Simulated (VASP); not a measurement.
Here is the system:

```xyz
2
Lattice="0.0000 3.0855 3.0855 3.0855 0.0000 3.0855 3.0855 3.0855 0.0000" Properties=species:S:1:pos:R:3 pbc="T T T"
Cu     0.0000     0.0000     0.0000
I      1.5428     1.5428     1.5428
```

These are PBE GGA + U (Dudarev), VASP's PBE PAW potentials (set 64) (plane waves; VASP) values and carry that method's errors. Run with 400 eV cut-off, 7×7×7 Γ-centred mesh, Gaussian smearing of 0.050 eV, potentials Cu I, U − J: Cu 2.00 eV.

Q: Give the stress tensor in GPa (positive for a compressed cell).

A: 
```
-1.48   0.00   0.00
 0.00  -1.48   0.00
 0.00   0.00  -1.48
```
The pressure is its mean diagonal, -1.48 GPa.

The compound is CuI in the zinc blende structure. The cell was not relaxed at this level. The run is one of a series of settings (LDAU = .TRUE., LDAUJ = 0 0, LDAUL = 2 -1, LDAUTYPE = 2, LDAUU = 2.0 0 against the base run), some of them coarse on purpose.
